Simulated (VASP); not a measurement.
Calculation: revTPSS meta-GGA, VASP's PBE PAW potentials (set 64) (plane waves; VASP).

VASP input:

File KPOINTS_OPT:
```
k-points along high-symmetry lines
10
Line-mode
Reciprocal
  0.000000   0.000000   0.000000 ! GAMMA
  0.000000   0.500000   0.000000 ! X

  0.000000   0.500000   0.000000 ! X
  0.500000   0.500000   0.000000 ! M

  0.500000   0.500000   0.000000 ! M
  0.000000   0.000000   0.000000 ! GAMMA

  0.000000   0.000000   0.000000 ! GAMMA
  0.500000   0.500000   0.500000 ! R

  0.500000   0.500000   0.500000 ! R
  0.000000   0.500000   0.000000 ! X

  0.500000   0.500000   0.500000 ! R
  0.500000   0.500000   0.000000 ! M
```

POSCAR:
```
BaHfO3
4.1789990
  0.9999999585   0.0000000000   0.0000000000
  0.0000000000   0.9999999585   0.0000000000
  0.0000000000   0.0000000000   0.9999999585
Ba Hf O
1 1 3
Cartesian
  0.0000000000   0.0000000000   0.0000000000
  0.4999999793   0.4999999793   0.4999999793
  0.4999999793   0.0000000000   0.4999999793
  0.0000000000   0.4999999793   0.4999999793
  0.4999999793   0.4999999793   0.0000000000
```

### KPOINTS
```
Regular mesh
0
G
6 6 6
0 0 0
```

**INCAR**
```
ALGO=Normal
EDIFF=1E-7
ENCUT=520
ISIF=2
ISMEAR=-5
LASPH=T
LCHARG=F
LEFG=T
LMAXMIX=6
LMIXTAU=T
LORBIT=11
LREAL=F
LWAVE=F
METAGGA=RTPSS
NEDOS=601
NELM=100
PREC=Accurate
SYSTEM=BaHfO3
```

POTCAR, in this order: Ba_sv Hf_pv O (PBE.64 set). Program: vasp_std.

Output

OSZICAR:
```
       N       E                     dE             d eps       ncg     rms          rms(c)
DAV:   1     0.466708276907E+03    0.46671E+03   -0.21833E+04   920   0.181E+03
DAV:   2     0.872302232678E+02   -0.37948E+03   -0.37138E+03  1346   0.572E+02
DAV:   3     0.570246742662E+02   -0.30206E+02   -0.30099E+02  1258   0.148E+02
DAV:   4     0.559791778861E+02   -0.10455E+01   -0.10433E+01  1429   0.343E+01
DAV:   5     0.559539777497E+02   -0.25200E-01   -0.25183E-01  1345   0.426E+00    0.768E+01
DAV:   6     0.872860443494E+01   -0.47225E+02   -0.24790E+02   920   0.170E+02    0.340E+01
DAV:   7     0.114301761114E+02    0.27016E+01   -0.26461E+01  1200   0.381E+01    0.316E+01
DAV:   8     0.956165450700E+01   -0.18685E+01   -0.16352E+01  1112   0.207E+01    0.248E+01
DAV:   9     0.161127372404E+01   -0.79504E+01   -0.89082E+01  1011   0.463E+01    0.337E+01
DAV:  10     0.112094194512E+02    0.95981E+01   -0.21711E+01   983   0.285E+01    0.969E+00
DAV:  11     0.109376083102E+02   -0.27181E+00   -0.11214E+00  1223   0.724E+00    0.154E+00
DAV:  12     0.109113380333E+02   -0.26270E-01   -0.18732E-02  1254   0.105E+00    0.118E+00
DAV:  13     0.109928037266E+02    0.81466E-01   -0.85284E-03  1088   0.942E-01    0.111E+00
DAV:  14     0.108795732751E+02   -0.11323E+00   -0.94275E-02  1165   0.260E+00    0.452E-01
DAV:  15     0.108754324737E+02   -0.41408E-02   -0.48573E-03  1128   0.605E-01    0.277E-01
DAV:  16     0.108755488480E+02    0.11637E-03   -0.14109E-04  1404   0.813E-02    0.243E-01
DAV:  17     0.108762052640E+02    0.65642E-03   -0.48487E-03  1074   0.346E-01    0.157E-01
DAV:  18     0.108760705008E+02   -0.13476E-03   -0.28925E-04  1276   0.129E-01    0.850E-02
DAV:  19     0.108760812338E+02    0.10733E-04   -0.81428E-05  1142   0.670E-02    0.561E-02
DAV:  20     0.108760384094E+02   -0.42824E-04   -0.34207E-05  1053   0.573E-02    0.232E-02
DAV:  21     0.108760234469E+02   -0.14962E-04   -0.28538E-05  1151   0.401E-02    0.133E-02
DAV:  22     0.108760228855E+02   -0.56140E-06   -0.76817E-07  1169   0.783E-03    0.669E-03
DAV:  23     0.108760218892E+02   -0.99632E-06   -0.48827E-07  1179   0.533E-03    0.183E-03
DAV:  24     0.108760217191E+02   -0.17007E-06   -0.65008E-08   691   0.278E-03    0.230E-03
DAV:  25     0.108760217064E+02   -0.12738E-07   -0.79349E-09   670   0.766E-04
   1 F= 0.10876022E+02 E0= 0.10876022E+02  d E =0.000000E+00
       N       E                     dE             ncg
       N       E                     dE             ncg
       N       E                     dE             ncg
```

### OUTCAR
```
------------------------ aborting loop because EDIFF is reached ----------------------------------------
  FORCE on cell =-STRESS in cart. coord.  units (eV):
  Direction    XX          YY          ZZ          XY          YZ          ZX
  --------------------------------------------------------------------------------------
  Total       -0.0027293     -0.0027293     -0.0027293     -0.0000000     -0.0000000     -0.0000000
  in kB       -0.0599162     -0.0599162     -0.0599162     -0.0000000     -0.0000000     -0.0000000
  external PRESSURE =      -0.0599162 kB  Pullay stress =       0.0000000 kB
  volume of cell :       72.98
      direct lattice vectors                 reciprocal lattice vectors
     4.178998827  0.000000000  0.000000000     0.239291764  0.000000000  0.000000000
     0.000000000  4.178998827  0.000000000     0.000000000  0.239291764  0.000000000
     0.000000000  0.000000000  4.178998827     0.000000000  0.000000000  0.239291764
 POSITION                                       TOTAL-FORCE (eV/Angst)
 -----------------------------------------------------------------------------------
      0.00000      0.00000      0.00000         0.000000      0.000000      0.000000
      2.08950      2.08950      2.08950         0.000000      0.000000      0.000000
      2.08950      0.00000      2.08950         0.000000      0.000000      0.000000
      0.00000      2.08950      2.08950         0.000000      0.000000      0.000000
      2.08950      2.08950      0.00000         0.000000      0.000000      0.000000
 -----------------------------------------------------------------------------------
    total drift:                                0.000000     -0.000000     -0.000000
  FREE ENERGIE OF THE ION-ELECTRON SYSTEM (eV)
  ---------------------------------------------------
  free  energy   TOTEN  =        10.8760217064 eV

  energy  without entropy=       10.8760217064  energy(sigma->0) =       10.87602171

 total charge

# of ion       s       p       d       tot
------------------------------------------
    1        1.995   5.629   0.269   7.892
    2        0.331   6.703   1.495   8.530
    3        1.547   3.477   0.000   5.024
    4        1.547   3.477   0.000   5.024
    5        1.547   3.477   0.000   5.024
--------------------------------------------------
tot          6.968  22.762   1.764  31.494

 Electric field gradients after diagonalization (V/A^2)
 (convention: |V_zz| > |V_xx| > |V_yy|)
----------------------------------------------------------------------
 ion       V_xx      V_yy      V_zz     asymmetry (V_yy - V_xx)/ V_zz
----------------------------------------------------------------------
   1      -0.000    -0.000     0.000       0.502
   2      -0.000    -0.000     0.000       0.404
   3       5.323     5.323   -10.645       0.000
   4       5.323     5.323   -10.645       0.000
   5       5.323     5.323   -10.645       0.000
```
(Selected blocks of OUTCAR.)

The compound is BaHfO3 in the cubic perovskite structure. It was relaxed first.
